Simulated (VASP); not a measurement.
A run of VASP 6.6.1:

File INCAR:

```
SYSTEM = TaSeF
PREC = Accurate ; ENCUT = 520
EDIFF = 1E-6 ; ISMEAR = -1
SIGMA = 0.05 ; LREAL = .FALSE.
LASPH = .TRUE. ; NELM = 100
ALGO = Normal ; ISIF = 2
LWAVE = .FALSE. ; LCHARG = .FALSE.
LNONCOLLINEAR = .TRUE. ; MAGMOM = 0 0 0 0 0 0 0 0 0
LORBIT = 11 ; LSORBIT = .TRUE.
GGA_COMPAT = .FALSE. ; LMAXMIX = 4
GGA = PE
```

File KPOINTS:

```
Automatic mesh
0
G
  5 5 5
  0 0 0
```

The input POSCAR:

```
TaSeF
1.0
    3.6698000000      0.0000000000      0.0000000000
    0.0000000000      3.6698000000      0.0000000000
    0.0000000000      0.0000000000      4.1453100000
Ta Se F
1 1 1
Direct
    0.0000000000      0.0000000000      0.5000000000
    0.5000000000      0.5000000000      0.5000000000
    0.0000000000      0.0000000000      0.0000000000
```

The input KPOINTS_OPT:

```
path GXMGZRAZ,XR,MA
15
line-mode
reciprocal
 0.0000000000  0.0000000000  0.0000000000  G
 0.0000000000  0.5000000000  0.0000000000  X

 0.0000000000  0.5000000000  0.0000000000  X
 0.5000000000  0.5000000000  0.0000000000  M

 0.5000000000  0.5000000000  0.0000000000  M
 0.0000000000  0.0000000000  0.0000000000  G

 0.0000000000  0.0000000000  0.0000000000  G
 0.0000000000  0.0000000000  0.5000000000  Z

 0.0000000000  0.0000000000  0.5000000000  Z
 0.0000000000  0.5000000000  0.5000000000  R

 0.0000000000  0.5000000000  0.5000000000  R
 0.5000000000  0.5000000000  0.5000000000  A

 0.5000000000  0.5000000000  0.5000000000  A
 0.0000000000  0.0000000000  0.5000000000  Z

 0.0000000000  0.5000000000  0.0000000000  X
 0.0000000000  0.5000000000  0.5000000000  R

 0.5000000000  0.5000000000  0.0000000000  M
 0.5000000000  0.5000000000  0.5000000000  A
```

Potentials or basis: VASP PAW PBE potentials, release 64 (Ta_pv, Se, F).

The run is started by

```console
$ cat potpaw_PBE.64/Ta_pv/POTCAR potpaw_PBE.64/Se/POTCAR potpaw_PBE.64/F/POTCAR > POTCAR
$ mpirun -np 1 vasp_ncl > vasp.out
```

Hardware: 1 thread of Intel(R) Xeon(R) Platinum 8488C (Sapphire Rapids), on a shared host.

Task: How long does it take, and how much memory?

Result: Run time: 3.5 min on 1 thread of Intel(R) Xeon(R) Platinum 8488C (Sapphire Rapids), on a shared host, peak memory 0.31 GiB. Counts: scf iterations 84, k points 18.
